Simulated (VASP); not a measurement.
All values below come from LDA (Ceperley-Alder, Perdew-Zunger), VASP's LDA PAW potentials (set 64) (plane waves; VASP 6.6.1).

VASP ran on this input.

File KPOINTS:
```
Automatic mesh
0
Gamma
6 6 6
0 0 0
```

### POSCAR
```
HfMn
1
    1.5613830000     0.9014650000     4.9887160000
   -1.5613830000     0.9014650000     4.9887160000
    0.0000000000    -1.8029300000     4.9887160000
Mn Hf
1 1
Direct
  0.0000000000   0.0000000000   0.0000000000
  0.5000000000   0.5000000000   0.5000000000
```

INCAR:
```
ISPIN=2   # spin-polarised
ALGO=Normal
LASPH=.True.   # aspherical one-centre terms
LREAL=.False.
LMAXMIX=6   # l cut-off of mixed one-centre charges
NELM=100
LWAVE=.False.
SYSTEM=HfMn
SIGMA=0.1   # width (eV)
ISIF=2   # forces and stress, cell fixed
LCHARG=.False.
ENCUT=300
PREC=Accurate
ISMEAR=-1
LORBIT=11   # lm-projected
EDIFF=1E-6
MAGMOM=4.0 0.0
```

POTCAR, in this order: Mn_pv Hf_pv (LDA.64 set). Program: vasp_std.

What VASP printed:

File OSZICAR:
```
       N       E                     dE             d eps       ncg     rms          rms(c)
DAV:   1     0.106913039656E+03    0.10691E+03   -0.10433E+04  2352   0.959E+02
DAV:   2    -0.167165885971E+02   -0.12363E+03   -0.12184E+03  2408   0.301E+02
DAV:   3    -0.210984241710E+02   -0.43818E+01   -0.42722E+01  2677   0.555E+01
DAV:   4    -0.211657999097E+02   -0.67376E-01   -0.67178E-01  2717   0.691E+00
DAV:   5    -0.211668800060E+02   -0.10801E-02   -0.10792E-02  2670   0.889E-01    0.585E+01
DAV:   6    -0.351364442289E+02   -0.13970E+02   -0.15548E+02  2463   0.697E+01    0.477E+01
DAV:   7    -0.242475154405E+02    0.10889E+02   -0.24765E+02  2583   0.718E+01    0.511E+01
DAV:   8    -0.196381991356E+02    0.46093E+01   -0.63556E+01  2620   0.299E+01    0.161E+01
DAV:   9    -0.189407522634E+02    0.69745E+00   -0.18488E+00  2610   0.647E+00    0.878E+00
DAV:  10    -0.188988868904E+02    0.41865E-01   -0.11527E-01  2497   0.193E+00    0.770E+00
DAV:  11    -0.189191098126E+02   -0.20223E-01   -0.24949E-01  2629   0.224E+00    0.617E+00
DAV:  12    -0.190974772451E+02   -0.17837E+00   -0.55398E-01  2587   0.359E+00    0.412E+00
DAV:  13    -0.189938579896E+02    0.10362E+00   -0.24103E+00  2597   0.595E+00    0.527E+00
DAV:  14    -0.191130109770E+02   -0.11915E+00   -0.15954E-01  2462   0.256E+00    0.206E+00
DAV:  15    -0.191263358490E+02   -0.13325E-01   -0.50248E-02  2602   0.102E+00    0.911E-01
DAV:  16    -0.191271989066E+02   -0.86306E-03   -0.78795E-03  2404   0.512E-01    0.616E-01
DAV:  17    -0.191269616808E+02    0.23723E-03   -0.17841E-03  2374   0.310E-01    0.429E-01
DAV:  18    -0.191267558059E+02    0.20587E-03   -0.11148E-03  2801   0.138E-01    0.163E-01
DAV:  19    -0.191266469745E+02    0.10883E-03   -0.73758E-04  2633   0.105E-01    0.127E-01
DAV:  20    -0.191266973218E+02   -0.50347E-04   -0.10317E-04  2509   0.589E-02    0.732E-02
DAV:  21    -0.191267105503E+02   -0.13228E-04   -0.50355E-05  2456   0.466E-02    0.544E-02
DAV:  22    -0.191267055143E+02    0.50360E-05   -0.20423E-05  2603   0.171E-02    0.206E-02
DAV:  23    -0.191267060361E+02   -0.52185E-06   -0.20508E-06  1312   0.686E-03
   1 F= -.19126706E+02 E0= -.19076423E+02  d E =-.100567E+00  mag=    -3.0630
```

### OUTCAR
```
------------------------ aborting loop because EDIFF is reached ----------------------------------------
  FORCE on cell =-STRESS in cart. coord.  units (eV):
  Direction    XX          YY          ZZ          XY          YZ          ZX
  --------------------------------------------------------------------------------------
  Total       -4.4658561     -4.4658571     -5.9728379      0.0000000      0.0000000     -0.0000000
  in kB     -169.8309964   -169.8310358   -227.1396562      0.0000000      0.0000000     -0.0000000
  external PRESSURE =    -188.9338962 kB  Pullay stress =       0.0000000 kB
  volume of cell :       42.13
      direct lattice vectors                 reciprocal lattice vectors
     1.561383000  0.901465000  4.988716000     0.320228925  0.184884235  0.066817460
    -1.561383000  0.901465000  4.988716000    -0.320228925  0.184884235  0.066817460
     0.000000000 -1.802930000  4.988716000     0.000000000 -0.369768469  0.066817460
 POSITION                                       TOTAL-FORCE (eV/Angst)
 -----------------------------------------------------------------------------------
      0.00000      0.00000      0.00000         0.000000      0.000000      0.000000
      0.00000      0.00000      7.48307        -0.000000      0.000000     -0.000000
 -----------------------------------------------------------------------------------
    total drift:                               -0.000000      0.000000      0.000000
  FREE ENERGIE OF THE ION-ELECTRON SYSTEM (eV)
  ---------------------------------------------------
  free  energy   TOTEN  =       -19.1267060361 eV

  energy  without entropy=      -19.0261393819  energy(sigma->0) =      -19.07642271

 total charge

# of ion       s       p       d       tot
------------------------------------------
    1        0.303   6.169   4.949  11.421
    2        0.390   6.337   1.523   8.250
--------------------------------------------------
tot          0.693  12.507   6.472  19.672

 magnetization (x)

# of ion       s       p       d       tot
------------------------------------------
    1       -0.011  -0.010  -3.268  -3.289
    2        0.011   0.052   0.217   0.280
--------------------------------------------------
tot          0.000   0.042  -3.051  -3.009
```
(Selected blocks of OUTCAR.)

At this cut-off the stress carries a Pulay error, which pulls relaxed volumes low. The moments were started parallel, and other spin orders were not tried in this run.

The structure was generated: HfMn was put into an ordered model structure, which need not be its known phase. The cell was not relaxed at this level. The k-mesh is coarse (spacing up to 0.39 per Å, 2π included), so the numbers may not be converged in it. The run is one of a series of settings (GGA removed, POTCAR Mn_pv Hf_pv (LDA.64 set) against the base run), some of them coarse on purpose.
